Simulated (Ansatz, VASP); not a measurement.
## LiBe: VASP beside Ansatz

Wanted: the spread between two codes on one cell, functional and k mesh. The cell is taken from a series of runs on this material, whose earlier steps may have relaxed, scaled, displaced or heated it; both programs get it as it stands.

Method: plane waves, with VASP 6.6.1 beside it; zone-centre phonons at PBEsol, in Ansatz 0.2.0.

## Step 1: Set-up

The structure is cubic, space group Pm-3m (No. 221). The conventional cell has a = 2.774 Å, b = 2.774 Å, c = 2.774 Å, α = 90.00°, β = 90.00°, γ = 90.00°. Nearest to Li lie 8 Be at 2.40 Å. Nearest to Be lie 8 Li at 2.40 Å. Farther neighbours are not listed.

## Step 2: Ansatz: zone-centre phonons, PBEsol

Ansatz runs on its PAW soft_1 files.

Second derivatives magnify differences that forces hide, and they need a tight electronic threshold.

input.yaml

```yaml
crystal:
  lattice:
    - [2.7736874714, 0.0, 0.0]
    - [0.0, 2.7736874714, 0.0]
    - [0.0, 0.0, 2.7736874714]
  atoms:
    - { symbol: Li, position: [0.0, 0.0, 0.0] }
    - { symbol: Be, position: [0.5, 0.5, 0.5] }
kpoints:
  mp_grid: { grid: [16, 16, 16] }
hamiltonian:
  xc: pbesol
  pseudopotentials: { kind: paw, azcp: { folder: soft_1 }, xc_functional: pbe }
scf:
  occupations: { method: methfessel_paxton, width: 0.2 }
output:
  eigenvalues: true
phonons:
  method: dfpt
  qmesh: [4, 4, 4]
  temperatures: { t_max: 1000, t_step: 50 }
  qpath:
    path:
      - [[0.0, 0.0, 0.0], [0.0, 0.5, 0.0], [0.5, 0.5, 0.0], [0.0, 0.0, 0.0], [0.5, 0.5, 0.5], [0.0, 0.5, 0.0]]
      - [[0.5, 0.5, 0.5], [0.5, 0.5, 0.0]]
    npoints: 10
```

The run is started by

```bash
$ ansatz run input.yaml --threads 4 --pin off --max-ram 10240MiB --backend cpu --events-out ev --progress --plain --runs-dir out
```

Numbers of over 12 decimals in the logs are rounded to 6 here.

What it wrote:

```text
Engine: ansatz 0.2.0, aarch64-unknown-linux-gnu
Pseudopotentials: kind: paw
Pseudopotential: Li, paw, valence charge 3, recommended cutoff 420 eV (normal), soft_1/Li.paw.azcp
Pseudopotential: Be, paw, valence charge 2, recommended cutoff 420 eV (normal), soft_1/Be.paw.azcp
Functional definition: PBEsol
  exchange = pbesol_x
  correlation = pbesol_c
Crystal: 2 atoms, lattice volume = 21.339 Å³
Basis set: ecut = 420 eV, 437 PW (Γ), exchange–correlation on 40×40×40 points (8 copies of the dense FFT grid, shifted against one another)
Bands: 7, of which v1, the nominal top of the filled ones, is band 3 counted from 1 (2 counted from 0)
Symmetry: 48 space group operations
k-points: 165 of 4096
Non-local potential: Li, projectors of the file, l = 0: 3, l = 1: 2, l = 2: 1
Non-local potential: Be, projectors of the file, l = 0: 2, l = 1: 2, l = 2: 1
PAW form: soft (Blöchl's): semilocal exchange-correlation on the pseudo side does not see the compensation charge
PAW frozen core: Be, regenerated for the run's functional, and the local potential with it (the file was generated under x = pbe(κ = 0.804, μ = 0.219515), c = pbe(β = 0.066725))
PAW one-centre angular grid: Li, 110 points (default); XC on 64 Gauss nodes
PAW one-centre angular grid: Be, 110 points (default); XC on 64 Gauss nodes
Initial density: superposition of atomic densities (chi_scale 0.1, normalization cell, long waves kept (reshape's long-wave potential 0.00 eV rms))
Initial wavefunctions: pseudopotential atomic-orbital guess
Functional: x = pbesol(κ = 0.804, μ = 0.123457), c = pbesol(β = 0.046)
SCF iter   1: F=—  HF=-292.631840 eV  |F-HF|=—  |Δ(HF+E_count)|=         —  Δρ=8.76e-3  dr2=1.42e-2  ethr=3.10e-3  ⟨swp⟩=5.4  Hψ=8824  notcnv=0
preconditioner: auto → none  [metal: Δε(μ)=0.104 eV  Ē_g=10.718 eV  σ=0.200 eV  W_gap=0.39  n_scr=0 (ndim 8)  ℏωp=13.9 eV  f_vac=0.000  D(μ)=0.32/eV (n_scr^D=0)]
SCF iter   2: F=—  HF=-292.604291 eV  |F-HF|=—  |Δ(HF+E_count)|=   2.75e-2  S|Δr|=    0.00e0  Δρ=4.09e-3  dr2=2.37e-3  ethr=2.85e-4  ⟨swp⟩=1.4  Hψ=2600  notcnv=0
SCF iter   3: F=—  HF=-292.607207 eV  |F-HF|=—  |Δ(HF+E_count)|=   2.92e-3  S|Δr|=    0.00e0  Δρ=3.13e-4  dr2=1.36e-5  ethr=4.74e-5  ⟨swp⟩=2.0  Hψ=1507  notcnv=0  defer=1
SCF iter   4: F=—  HF=-292.607219 eV  |F-HF|=—  |Δ(HF+E_count)|=   1.19e-5  S|Δr|=    0.00e0  Δρ=3.11e-5  dr2=1.31e-7  ethr=2.73e-7  ⟨swp⟩=2.0  Hψ=1346  notcnv=0  defer=1
SCF iter   5: F=—  HF=-292.607219 eV  |F-HF|=—  |Δ(HF+E_count)|=   6.46e-7  S|Δr|=    0.00e0  Δρ=3.13e-6  dr2=1.20e-9  ethr=2.62e-9  ⟨swp⟩=2.5  Hψ=1513  notcnv=0  defer=1
SCF iter   6: F=-292.607219 eV  HF=-292.607219 eV  |F-HF|=1.36e-12  |Δ(HF+E_count)|=  3.60e-11  S|Δr|=    0.00e0  Δρ=1.41e-7  dr2=5.28e-12  ethr=1.00e-12  ⟨swp⟩=4.8  Hψ=4435  notcnv=0
SCF 1 converged in 6 iterations: F = -292.607219 eV  dr2 = 5.28e-12
  greatest PAW one-centre occupation: 1.000 electrons in one spin orbital (limit 2), on the Li atom at site 0 (counted from 0), in its partial waves of l = 0
phonons: the bands overlap, so this run is a metal and interpolates without the dipole-dipole term. If the crystal is really an insulator or semiconductor, its LO-TO splitting is missing
NSCF: frozen V_eff on 165 k-points
NSCF: frozen V_eff on 405 k-points
DFPT response loops at q = (0, 0, 0) (fractional): preconditioner auto → Kerker (q_TF=auto, 2.142 Å⁻¹) (partly filled bands, converged f_vac=0.000); β = 1.00, the filter's whole step (`scf.mixing.beta` (0.50) is not read by the response loops under this deck's `scf.mixing.preconditioner`; to damp them name `kerker` or `kerker_dos`, under which they read `scf.mixing.beta`, and type it under 1.00, their step now; both keys bind the ground state too); Broyden in place of MSR1
NSCF: frozen V_eff on 2592 k-points
DFPT response loops at q = (0, 0, 0.25) (fractional): mixed as the last ones told, above
NSCF: frozen V_eff on 1458 k-points
DFPT response loops at q = (0, 0, -0.5) (fractional): mixed as the last ones told, above
NSCF: frozen V_eff on 4608 k-points
DFPT response loops at q = (0, 0.25, 0.25) (fractional): mixed as the last ones told, above
NSCF: frozen V_eff on 2592 k-points
DFPT response loops at q = (0, 0.25, -0.5) (fractional): mixed as the last ones told, above
NSCF: frozen V_eff on 1458 k-points
DFPT response loops at q = (0, -0.5, -0.5) (fractional): mixed as the last ones told, above
NSCF: frozen V_eff on 4352 k-points
DFPT response loops at q = (0.25, 0.25, 0.25) (fractional): mixed as the last ones told, above
NSCF: frozen V_eff on 4608 k-points
DFPT response loops at q = (0.25, 0.25, -0.5) (fractional): mixed as the last ones told, above
NSCF: frozen V_eff on 2592 k-points
DFPT response loops at q = (0.25, -0.5, -0.5) (fractional): mixed as the last ones told, above
NSCF: frozen V_eff on 810 k-points
DFPT response loops at q = (-0.5, -0.5, -0.5) (fractional): mixed as the last ones told, above
SCF converged after 6 iterations
Stability not checked: this state was not tested for a lower state beside it, because cold or Methfessel-Paxton smearing, or corrected tetrahedra, fill the levels in a way that the test cannot read (fill_not_monotonic; see scf.lower_state_search)
Free energy (F): -292.607219 eV
Harris-Foulkes:  -292.607219 eV  (|F-HF|=1.36e-12)
Internal energy: -292.609420 eV  (E = F + TS)
E sigma→0 (E₀):  -292.607770 eV
Entropy (-TS):   0.002201 eV (1.100 meV/atom)
Fermi energy:    3.852236 eV
--- Per-component energies (eV) ---
  E_band       = -76.417172
  E_kinetic    = 35.466782
  E_local      = -122.168573  (includes V_loc(G=0)·N_el)
  E_nonlocal   = -14.884645
  E_hartree    = 37.076892
  E_xc         = -27.990811
  E_vxc        = -30.842536  (∫ρ·V_xc dr)
  E_paw        = -79.395047  (= ΣΔE_a)
  E_vpaw       = -18.142214  (= ΣTr[D̂ρ^β])
  E_aug_tail   = 0.000242  (compensation charges beyond the density's cutoff)
  E_ewald      = -120.723791
  E_core_change = 0.009531  (= ΣΔE_core)
  E_smearing   = 0.002201  (= −TS)
  E_closure    = 0.000000  (closes the sum)
  Σ components = -292.607219   (vs F -292.607219, Δ=0.00e0)
--- Band table (eV; the first three rows and the last of 165) ---
  k-point 0: bands = ["-40.1311", "-2.7180", "10.2172", "10.2172", "10.2172", "14.7909", "14.7909"]
  k-point 1: bands = ["-40.1302", "-2.6678", "9.5510", "10.2833", "10.2833", "14.8663", "15.5602"]
  k-point 2: bands = ["-40.1276", "-2.5169", "8.2102", "10.4805", "10.4805", "15.0923", "17.1740"]
  k-point 164: bands = ["-40.0639", "6.3380", "6.3380", "6.3380", "8.9110", "8.9110", "8.9110"]
--- Phonons (Γ-DFPT): 2 representative perturbations + reference (Σ response iterations 6) ---
  ASR residual: 3.084e-6 → 0.000e0 eV/Å²; symmetrization residual: 2.142e-7 eV/Å²
  ASR residual per site (eV/Å²): 1.71e-6 3.08e-6
  Γ frequencies (cm⁻¹): 0.00 0.00 0.00 578.15 578.15 578.15
--- Phonons (arbitrary-q DFPT): 10 irreducible q on the 4×4×4 mesh ---
  q = [0.0000, 0.0000, 0.0000] (star 1, of the zone-centre solve; hermiticity 8.89e-8, symmetrization 2.14e-13): 0.00 0.00 0.00 578.15 578.15 578.15
  q = [0.0000, 0.0000, 0.2500] (star 6, 4 solved perturbations in 4032 linear systems a pass and spin channel, the states on 1296 of 4096 k-point pairs; hermiticity 8.67e-8, symmetrization 2.16e-14): 184.96 234.47 234.47 505.00 540.10 540.10
  q = [0.0000, 0.0000, -0.5000] (star 3, 4 solved perturbations in 2268 linear systems a pass and spin channel, the states on 729 of 4096 k-point pairs; hermiticity 4.52e-9, symmetrization 2.44e-9): 180.80 405.22 405.22 444.18 444.18 461.80
  q = [0.0000, 0.2500, 0.2500] (star 12, 4 solved perturbations in 7056 linear systems a pass and spin channel, the states on 2304 of 4096 k-point pairs; hermiticity 6.36e-8, symmetrization 3.26e-14): 24.52 288.39 306.01 451.78 505.27 548.08
  q = [0.0000, 0.2500, -0.5000] (star 12, 6 solved perturbations on 1296 of 4096 k-point pairs; hermiticity 2.62e-8, symmetrization 1.95e-9): 55.71 178.75 416.37 423.18 511.02 537.44
  q = [0.0000, -0.5000, -0.5000] (star 3, 4 solved perturbations in 2268 linear systems a pass and spin channel, the states on 729 of 4096 k-point pairs; hermiticity 2.69e-8, symmetrization 1.38e-13): -76.65 -76.65 419.01 442.08 564.06 564.06
  q = [0.2500, 0.2500, 0.2500] (star 8, 2 solved perturbations on 2176 of 4096 k-point pairs; hermiticity 3.62e-8, symmetrization 7.80e-14): 219.93 219.93 264.92 464.39 524.88 524.88
  q = [0.2500, 0.2500, -0.5000] (star 12, 4 solved perturbations in 7056 linear systems a pass and spin channel, the states on 2304 of 4096 k-point pairs; hermiticity 1.42e-8, symmetrization 4.26e-10): 139.96 233.92 314.32 478.45 495.26 547.43
  q = [0.2500, -0.5000, -0.5000] (star 6, 4 solved perturbations in 4032 linear systems a pass and spin channel, the states on 1296 of 4096 k-point pairs; hermiticity 2.30e-8, symmetrization 7.07e-11): 195.85 195.85 333.08 461.54 546.13 546.13
  q = [-0.5000, -0.5000, -0.5000] (star 1, 2 solved perturbations on 405 of 4096 k-point pairs; hermiticity 1.05e-11, symmetrization 5.25e-12): 304.68 304.68 304.68 519.95 519.95 519.95
  sum rule: each row above includes the acoustic sum rule's correction from the zone centre's row sums; it moved no ω² by more than (0.31 cm⁻¹)²
  mesh force constants: q→R imaginary residual 2.81e-18; ASR residual 3.084e-6 → 0.000e0 eV/Å²; symmetrization residual 5.329e-15 eV/Å²
  interpolated dispersion: 62 rows × 6 modes
  density of states and harmonic sums: on the 24×24×24 q-mesh, interpolated from the force constants of a 4×4×4 supercell (no non-analytic term)
  largest difference from the sums on the solved wave vectors: F 6.01e-3 eV, S 1.27e-5 and C_V 3.88e-6 eV/K
  zero-point energy: 0.135536 eV/cell   skipped modes (ω ≤ 0): 63, of them read as no rigid motion or as one in doubt: 60 (1.020e-1 modes/cell left out, lowest -76.65 cm⁻¹)   left out of the sums: 1.70e-2 of the cell's modes: C_V's classical limit lies that fraction below 3 k_B per atom; for a crystal, a wire or a layer, F and S can be off by more, and a phonons.interpolated_qmesh denser along its periods is the remedy for the sampling
```

The column dr2 measures how far the density is from self-consistency, as an energy; F and HF (Harris–Foulkes) agree once it is small.

(Part 1 of 2 ends here.)

[Lines on the potential files, build, host, timing and source positions are cut from VASP's logs without a mark.]

[Logs are printed without paths, hosts, clocks, repeated set-up lines and the standing remarks that a program may print on its own settings, such as how far it seeks lower states.]

[Hosts, paths, dates, database ids (printed as entryN), source tags and the programs' standing remarks are cut or masked in the printed files.]
